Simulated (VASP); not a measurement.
Level of theory: SCAN meta-GGA, VASP's PBE PAW potentials (set 64) (plane waves; VASP 6.6.1).

A VASP calculation is set up with these files.

INCAR:
```
SYSTEM = Bi
PREC = Accurate
ENCUT = 520
EDIFF = 1E-6
NELM = 100
ALGO = Normal
LREAL = .FALSE.
LASPH = .TRUE.
ISMEAR = 1
SIGMA = 0.1
METAGGA = SCAN
LMIXTAU = .TRUE.
LMAXMIX = 4
LWAVE = .FALSE.
LCHARG = .FALSE.
IBRION = 2
ISIF = 3
NSW = 60
EDIFFG = -0.01
```

### POSCAR
```
Bi
1
    4.1658200000    -2.2750000000     0.0000000000
    4.1658200000     2.2750000000     0.0000000000
    2.9234170000     0.0000000000     3.7394270000
Bi
2
Direct
  0.2340000000   0.2340000000   0.2340000000
  0.7660000000   0.7660000000   0.7660000000
```

KPOINTS:
```
Automatic mesh
0
Gamma
9 9 9
0 0 0
```

POTCAR, in this order: Bi_d (PBE.64 set). Program: vasp_std.

Output

### OUTCAR
```
 ion  position               nearest neighbor table
   1  0.234  0.234  0.234-   2 3.07   2 3.07   2 3.07   2 3.53   2 3.53   2 3.53
   2  0.766  0.766  0.766-   1 3.07   1 3.07   1 3.07   1 3.53   1 3.53   1 3.53
  LATTYP: Found a trigonal (rhomboedric) cell.
 ALAT       =     4.7465441399
 COS(alpha) =     0.5405504351
 Subroutine PRICEL returns:
 Original cell was already a primitive cell.
 Subroutine GETGRP returns: Found 12 space group operations
The static configuration has the point symmetry D_3d.
The dynamic configuration has the point symmetry D_3d.
 Subroutine INISYM returns: Found 12 space group operations
 Subroutine IBZKPT returns following result:
 Found     85 irreducible k-points:

 Following reciprocal coordinates:
            Coordinates               Weight
  0.000000  0.000000  0.000000      1.000000
  0.111111 -0.000000  0.000000      6.000000
  0.222222 -0.000000  0.000000      6.000000
  0.333333  0.000000 -0.000000      6.000000
  0.444444 -0.000000  0.000000      6.000000
  0.111111  0.111111 -0.000000      6.000000
  0.222222  0.111111  0.000000     12.000000
  0.333333  0.111111  0.000000     12.000000
...
```

File OSZICAR:
```
...
DAV:   2    -0.157202295104E+03    0.11576E+00   -0.68775E-01  3263   0.117E+01    0.805E-01
DAV:   3    -0.157169911623E+03    0.32383E-01   -0.46477E-01  3233   0.762E+00    0.159E-01
DAV:   4    -0.157154072602E+03    0.15839E-01   -0.27251E-01  3230   0.570E+00    0.123E-01
DAV:   5    -0.157144068881E+03    0.10004E-01   -0.67637E-02  3230   0.263E+00    0.778E-02
DAV:   6    -0.157143847461E+03    0.22142E-03   -0.17711E-03  3263   0.368E-01    0.651E-02
DAV:   7    -0.157141590231E+03    0.22572E-02   -0.43751E-03  3230   0.778E-01    0.259E-02
DAV:   8    -0.157141244445E+03    0.34579E-03   -0.12392E-03  3278   0.417E-01    0.155E-02
DAV:   9    -0.157141181668E+03    0.62777E-04   -0.10714E-03  3230   0.377E-01    0.647E-03
DAV:  10    -0.157141131008E+03    0.50659E-04   -0.73972E-04  3230   0.339E-01    0.512E-03
DAV:  11    -0.157141101363E+03    0.29645E-04   -0.25777E-04  3230   0.183E-01    0.211E-03
DAV:  12    -0.157141092518E+03    0.88450E-05   -0.56908E-05  3230   0.832E-02    0.235E-03
DAV:  13    -0.157141090252E+03    0.22661E-05   -0.10544E-05  3278   0.366E-02    0.585E-04
DAV:  14    -0.157141089143E+03    0.11086E-05   -0.18788E-06  2613   0.159E-02    0.398E-04
DAV:  15    -0.157141088980E+03    0.16319E-06   -0.36404E-07  1636   0.688E-03
   2 F= -.15714109E+03 E0= -.15714117E+03  d E =-.166274E-02
       N       E                     dE             d eps       ncg     rms          rms(c)
DAV:   1    -0.157156153106E+03   -0.15064E-01   -0.35002E-01  3506   0.984E+00    0.526E-01
DAV:   2    -0.157146361147E+03    0.97920E-02   -0.61164E-02  3257   0.344E+00    0.227E-01
DAV:   3    -0.157150373702E+03   -0.40126E-02   -0.61636E-02  3230   0.292E+00    0.553E-02
DAV:   4    -0.157143289661E+03    0.70840E-02   -0.44668E-02  3230   0.247E+00    0.369E-02
DAV:   5    -0.157141645593E+03    0.16441E-02   -0.10369E-02  3230   0.964E-01    0.200E-02
DAV:   6    -0.157141772516E+03   -0.12692E-03   -0.46816E-04  3242   0.246E-01    0.155E-02
DAV:   7    -0.157141449179E+03    0.32334E-03   -0.75586E-04  3230   0.330E-01    0.103E-02
DAV:   8    -0.157141417796E+03    0.31383E-04   -0.15505E-04  3242   0.122E-01    0.563E-03
DAV:   9    -0.157141379979E+03    0.37817E-04   -0.17438E-04  3230   0.140E-01    0.151E-03
DAV:  10    -0.157141379881E+03    0.98624E-07   -0.10442E-05  3257   0.311E-02    0.106E-03
DAV:  11    -0.157141380400E+03   -0.51923E-06   -0.52748E-06  2577   0.253E-02
   3 F= -.15714138E+03 E0= -.15714147E+03  d E =-.195416E-02
       N       E                     dE             d eps       ncg     rms          rms(c)
DAV:   1    -0.157148616543E+03   -0.72367E-02   -0.43563E-01  3838   0.560E+00    0.196E-01
DAV:   2    -0.157145582131E+03    0.30344E-02   -0.52347E-02  3230   0.277E+00    0.120E-01
DAV:   3    -0.157144277629E+03    0.13045E-02   -0.31503E-02  3230   0.207E+00    0.533E-02
DAV:   4    -0.157143552532E+03    0.72510E-03   -0.18367E-02  3230   0.154E+00    0.350E-02
DAV:   5    -0.157142327647E+03    0.12249E-02   -0.74763E-03  3230   0.813E-01    0.197E-02
DAV:   6    -0.157142302052E+03    0.25595E-04   -0.28460E-04  3416   0.185E-01    0.107E-02
DAV:   7    -0.157142253134E+03    0.48919E-04   -0.66806E-04  3230   0.332E-01    0.439E-03
DAV:   8    -0.157142223629E+03    0.29505E-04   -0.37237E-04  3230   0.229E-01    0.362E-03
DAV:   9    -0.157142199415E+03    0.24214E-04   -0.77085E-05  3230   0.896E-02    0.145E-03
DAV:  10    -0.157142201880E+03   -0.24651E-05   -0.81454E-06  2642   0.304E-02    0.118E-03
DAV:  11    -0.157142201433E+03    0.44701E-06   -0.38931E-06  2550   0.233E-02
   4 F= -.15714220E+03 E0= -.15714227E+03  d E =-.821033E-03
       N       E                     dE             d eps       ncg     rms          rms(c)
DAV:   1    -0.157174496935E+03   -0.32295E-01   -0.37515E+00  3496   0.159E+01    0.572E-01
DAV:   2    -0.157163729991E+03    0.10767E-01   -0.33316E-01  3230   0.688E+00    0.360E-01
DAV:   3    -0.157153755625E+03    0.99744E-02   -0.22176E-01  3230   0.540E+00    0.140E-01
DAV:   4    -0.157148494525E+03    0.52611E-02   -0.10535E-01  3230   0.352E+00    0.104E-01
DAV:   5    -0.157145159232E+03    0.33353E-02   -0.39321E-02  3230   0.184E+00    0.705E-02
DAV:   6    -0.157143717412E+03    0.14418E-02   -0.34456E-03  3260   0.468E-01    0.444E-02
DAV:   7    -0.157143412452E+03    0.30496E-03   -0.42403E-03  3236   0.804E-01    0.209E-02
DAV:   8    -0.157143412585E+03   -0.13272E-06   -0.17953E-03  3230   0.517E-01    0.140E-02
DAV:   9    -0.157143194578E+03    0.21801E-03   -0.31389E-04  3248   0.189E-01    0.889E-03
DAV:  10    -0.157143145433E+03    0.49145E-04   -0.22662E-04  3278   0.152E-01    0.409E-03
DAV:  11    -0.157143145495E+03   -0.61752E-07   -0.55653E-05  3263   0.770E-02    0.228E-03
DAV:  12    -0.157143141605E+03    0.38899E-05   -0.15434E-05  3230   0.470E-02    0.136E-03
DAV:  13    -0.157143141587E+03    0.18129E-07   -0.54198E-06  2610   0.234E-02
   5 F= -.15714314E+03 E0= -.15714316E+03  d E =-.176119E-02
       N       E                     dE             d eps       ncg     rms          rms(c)
DAV:   1    -0.157143252696E+03   -0.11109E-03   -0.58218E-03  4105   0.667E-01    0.233E-02
DAV:   2    -0.157143183939E+03    0.68757E-04   -0.77543E-04  3230   0.342E-01    0.133E-02
DAV:   3    -0.157143194945E+03   -0.11006E-04   -0.51256E-04  3230   0.264E-01    0.697E-03
DAV:   4    -0.157143194150E+03    0.79483E-06   -0.59363E-04  3230   0.259E-01    0.564E-03
DAV:   5    -0.157143145219E+03    0.48931E-04   -0.16144E-04  3230   0.113E-01    0.156E-03
DAV:   6    -0.157143147634E+03   -0.24152E-05   -0.11279E-05  3320   0.456E-02    0.915E-04
DAV:   7    -0.157143149559E+03   -0.19249E-05   -0.17858E-05  3230   0.539E-02    0.717E-04
DAV:   8    -0.157143146799E+03    0.27596E-05   -0.91497E-06  3222   0.354E-02    0.238E-04
DAV:   9    -0.157143146788E+03    0.10865E-07   -0.32401E-07  1627   0.561E-03
   6 F= -.15714315E+03 E0= -.15714316E+03  d E =-.176639E-02
       N       E                     dE             d eps       ncg     rms          rms(c)
DAV:   1    -0.157144260281E+03   -0.11135E-02   -0.57812E-02  3425   0.208E+00    0.175E-01
DAV:   2    -0.157145555047E+03   -0.12948E-02   -0.64698E-03  3798   0.107E+00    0.125E-01
DAV:   3    -0.157151585220E+03   -0.60302E-02   -0.56104E-02  3230   0.222E+00    0.142E-01
DAV:   4    -0.157144464532E+03    0.71207E-02   -0.12508E-02  3230   0.104E+00    0.663E-02
DAV:   5    -0.157143744834E+03    0.71970E-03   -0.11915E-03  3259   0.320E-01    0.370E-02
DAV:   6    -0.157143377266E+03    0.36757E-03   -0.78504E-04  3242   0.258E-01    0.166E-02
DAV:   7    -0.157143256092E+03    0.12117E-03   -0.27017E-04  3242   0.153E-01    0.464E-03
DAV:   8    -0.157143256530E+03   -0.43844E-06   -0.26869E-05  3436   0.566E-02    0.363E-03
DAV:   9    -0.157143254721E+03    0.18094E-05   -0.70021E-06  2559   0.293E-02    0.234E-03
DAV:  10    -0.157143255452E+03   -0.73146E-06   -0.85718E-06  3166   0.287E-02
   7 F= -.15714326E+03 E0= -.15714327E+03  d E =-.108664E-03
       N       E                     dE             d eps       ncg     rms          rms(c)
DAV:   1    -0.157143710282E+03   -0.45556E-03   -0.25233E-02  3425   0.137E+00    0.116E-01
DAV:   2    -0.157144257824E+03   -0.54754E-03   -0.27213E-03  3846   0.705E-01    0.826E-02
DAV:   3    -0.157147391728E+03   -0.31339E-02   -0.26711E-02  3230   0.153E+00    0.988E-02
DAV:   4    -0.157143843576E+03    0.35482E-02   -0.60380E-03  3230   0.723E-01    0.454E-02
DAV:   5    -0.157143464135E+03    0.37944E-03   -0.68701E-04  3242   0.241E-01    0.233E-02
DAV:   6    -0.157143307735E+03    0.15640E-03   -0.35960E-04  3251   0.175E-01    0.993E-03
DAV:   7    -0.157143264055E+03    0.43680E-04   -0.10019E-04  3260   0.924E-02    0.297E-03
DAV:   8    -0.157143264828E+03   -0.77359E-06   -0.10777E-05  3391   0.384E-02    0.239E-03
DAV:   9    -0.157143264325E+03    0.50286E-06   -0.54833E-06  2550   0.268E-02
   8 F= -.15714326E+03 E0= -.15714327E+03  d E =-.117537E-03
```

### OUTCAR
```
------------------------ aborting loop because EDIFF is reached ----------------------------------------
  FORCE on cell =-STRESS in cart. coord.  units (eV):
  Direction    XX          YY          ZZ          XY          YZ          ZX
  --------------------------------------------------------------------------------------
  Total       -0.0066238     -0.0101293     -0.0097424      0.0000000      0.0000000      0.0011647
  in kB       -0.1529146     -0.2338426     -0.2249093      0.0000000      0.0000000      0.0268879
  external PRESSURE =      -0.2038888 kB  Pullay stress =       0.0000000 kB
  volume of cell :       69.40
      direct lattice vectors                 reciprocal lattice vectors
     4.107082056 -2.268638890 -0.015645352     0.121383782 -0.220396469 -0.093756180
     4.107082056  2.268638890 -0.015645352     0.121383782  0.220396469 -0.093756180
     2.868152933  0.000000000  3.713325863     0.001022852  0.000000000  0.268510317
 POSITION                                       TOTAL-FORCE (eV/Angst)
 -----------------------------------------------------------------------------------
      2.61276      0.00000      0.86807        -0.001262      0.000000     -0.000419
      8.46956      0.00000      2.81396         0.001262      0.000000      0.000419
 -----------------------------------------------------------------------------------
    total drift:                               -0.000000     -0.000000     -0.000000
  FREE ENERGIE OF THE ION-ELECTRON SYSTEM (eV)
  ---------------------------------------------------
  free  energy   TOTEN  =      -157.1432643255 eV

  energy  without entropy=     -157.1432898219  energy(sigma->0) =     -157.14327282

 reached required accuracy - stopping structural energy minimisation
```
(Selected blocks of OUTCAR.)

CONTCAR:
```
Bi
   1.00000000000000
     4.1070820555475809   -2.2686388900065153   -0.0156453517516996
     4.1070820555475809    2.2686388900065153   -0.0156453517516996
     2.8681529328597279    0.0000000000000000    3.7133258630170247
  Bi
     2
Direct
     0.2357589925747173    0.2357589925747173    0.2357589925746281
     0.7642410074252828    0.7642410074252828    0.7642410074253718
```

Energy and stress use the plane-wave basis of the starting cell.

The compound is Bi in the a7 structure. This run relaxes it. Symmetry was kept, so distortions that lower it aren't found.
